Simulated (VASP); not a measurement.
```xyz
3
Lattice="0.0000 3.1913 3.1913 3.1913 0.0000 3.1913 3.1913 3.1913 0.0000" Properties=species:S:1:pos:R:3 pbc="T T T"
Mg     4.7870     4.7870     4.7870
Mg     1.5957     1.5957     1.5957
Ge     0.0000     0.0000     0.0000
```

Level of theory: PBE GGA, VASP's PBE PAW potentials (set 64) (plane waves; VASP 6.6.1). Settings: 300 eV cut-off, 9×9×9 Γ-centred mesh, first-order Methfessel-Paxton smearing of 0.10 eV, potentials Mg Ge_d.

### Question
Estimate the energy per atom (σ→0).

### Answer

```
Quantity                       Result
---------------------  --------------
energy per atom (σ→0)  -2.785 eV/atom
```

The structure comes from a computed database's Mg2Ge entry; how it stands against other phases isn't given here. The cell was not relaxed at this level.
